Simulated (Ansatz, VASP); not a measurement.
SbW2 in VASP and in Ansatz

```
Sb W
1.0
     0.00000    3.16345    3.16345
     3.16345    0.00000    3.16345
     3.16345    3.16345    0.00000
Sb W
1 2
Direct
  0.50000 0.50000 0.50000
  0.25000 0.25000 0.25000
  0.75000 0.75000 0.75000
```

Alike in both runs: task relaxation of cell and atoms; functional PBE; k mesh 6 × 6 × 6; occupations gaussian, width 0.1 eV; no spin polarisation.

```csv
,VASP,Ansatz
version,VASP 6.6.1,Ansatz 0.2.0
potentials or method,"VASP PAW PBE potentials, release 64 (Sb, W_sv)","scalar-relativistic, plane waves, PAW"
plane-wave cutoff (eV),600,420
valence electrons in the cell,33,43
```

|  | VASP | Ansatz | Ansatz less VASP |
| --- | --- | --- | --- |
| gap on the k mesh at the Fermi level, each at its own relaxed structure (eV) | none | none | - |
| relaxed volume (Å³/atom) | 20.51 | 20.47 | -0.037 |
| relaxed cell length with the largest relative difference (Å) | 4.431 | 4.429 | -0.0026 |
| energy change over the relaxation (meV/atom) | -9 | -10 | -0.8 |

A gap of «none» marks a metal or a gap that the smearing closes. The two sets of potentials don't hold the same shells in valence.

Caveats: the bands computed are all filled at some k points, so no gap is given. The runs have no spin-orbit coupling, so splittings on Sb, W are missing.
